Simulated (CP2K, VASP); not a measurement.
An input for CP2K (PBE, GPW, DZVP-MOLOPT-SR-GTH basis, GTH-PBE potentials (GTH_POTENTIALS)):

```
&GLOBAL
  PROJECT nige
  RUN_TYPE ENERGY_FORCE
  PRINT_LEVEL MEDIUM
&END GLOBAL
&FORCE_EVAL
  METHOD Quickstep
  STRESS_TENSOR ANALYTICAL
  &DFT
    BASIS_SET_FILE_NAME BASIS_MOLOPT
    POTENTIAL_FILE_NAME GTH_POTENTIALS
    &QS
      METHOD GPW
      EPS_DEFAULT 1E-10
    &END QS
    &MGRID
      CUTOFF 600
      REL_CUTOFF 50
      NGRIDS 5
    &END MGRID
    &SCF
      SCF_GUESS ATOMIC
      EPS_SCF 1E-6
      MAX_SCF 100
      ADDED_MOS 15
      &DIAGONALIZATION
        ALGORITHM STANDARD
      &END DIAGONALIZATION
      &MIXING
        METHOD BROYDEN_MIXING
        ALPHA 0.2
        NBUFFER 12
      &END MIXING
      &SMEAR ON
        METHOD GAUSSIAN
        SIGMA [eV] 0.05
      &END SMEAR
    &END SCF
    &KPOINTS
      SCHEME MACDONALD 1 2 1 0 0.25 0
    &END KPOINTS
    &XC
      &XC_FUNCTIONAL PBE
      &END XC_FUNCTIONAL
    &END XC
    &PRINT
      &MO
        EIGENVALUES T
        OCCUPATION_NUMBERS T
        NDIGITS 8
        FILENAME mo
        &EACH
          QS_SCF 0
        &END EACH
        ADD_LAST NUMERIC
      &END MO
      &MULLIKEN ON
      &END MULLIKEN
    &END PRINT
  &END DFT
  &SUBSYS
    &CELL
      ABC 5.31046300 3.43849700 5.74995500
      ALPHA_BETA_GAMMA 90.00000000 90.00000000 90.00000000
      PERIODIC XYZ
    &END CELL
    &COORD
      Ni       2.68465147     0.85962425     3.97166642
      Ni       2.62581153     2.57887275     1.77828858
      Ni       5.28104303     2.57887275     1.09668892
      Ni       0.02941997     0.85962425     4.65326608
      Ge       3.66241391     0.85962425     0.50013109
      Ge       1.64804909     2.57887275     5.24982391
      Ge       4.30328059     2.57887275     3.37510859
      Ge       1.00718241     0.85962425     2.37484641
    &END COORD
    &KIND Ni
      BASIS_SET DZVP-MOLOPT-SR-GTH-q18
      POTENTIAL GTH-PBE-q18
    &END KIND
    &KIND Ge
      BASIS_SET DZVP-MOLOPT-SR-GTH-q4
      POTENTIAL GTH-PBE-q4
    &END KIND
  &END SUBSYS
  &PRINT
    &FORCES ON
    &END FORCES
    &STRESS_TENSOR ON
    &END STRESS_TENSOR
  &END PRINT
&END FORCE_EVAL
```

**Question.** Write the VASP files for the same calculation.

**Answer.** One set of files that does it:

**INCAR**
```
SYSTEM = NiGe
PREC = Accurate
ENCUT = 300
EDIFF = 1E-6
NELM = 100
ALGO = Normal
LREAL = .FALSE.
LASPH = .TRUE.
ISMEAR = 0
SIGMA = 0.05
GGA = PE
LMAXMIX = 4
LWAVE = .FALSE.
LCHARG = .FALSE.
ISIF = 2
```

**KPOINTS**
```
Automatic mesh
0
Gamma
1 2 1
0 0 0
```

POSCAR:
```
NiGe
1
    5.3104630000     0.0000000000     0.0000000000
    0.0000000000     3.4384970000     0.0000000000
    0.0000000000     0.0000000000     5.7499550000
Ni Ge
4 4
Direct
  0.5055400000   0.2500000000   0.6907300000
  0.4944600000   0.7500000000   0.3092700000
  0.9944600000   0.7500000000   0.1907300000
  0.0055400000   0.2500000000   0.8092700000
  0.6896600000   0.2500000000   0.0869800000
  0.3103400000   0.7500000000   0.9130200000
  0.8103400000   0.7500000000   0.5869800000
  0.1896600000   0.2500000000   0.4130200000
```

POTCAR, in this order: Ni Ge_d (PBE.64 set). Program: vasp_std.

Both are inputs of real runs that ended normally. What can't carry over is the choice of potentials or basis and its cut-off, and each code's defaults.

The structure comes from a computed database's NiGe entry (Pnma); how it stands against other phases isn't given here. The cell was not relaxed at this level, and it may have been scaled.
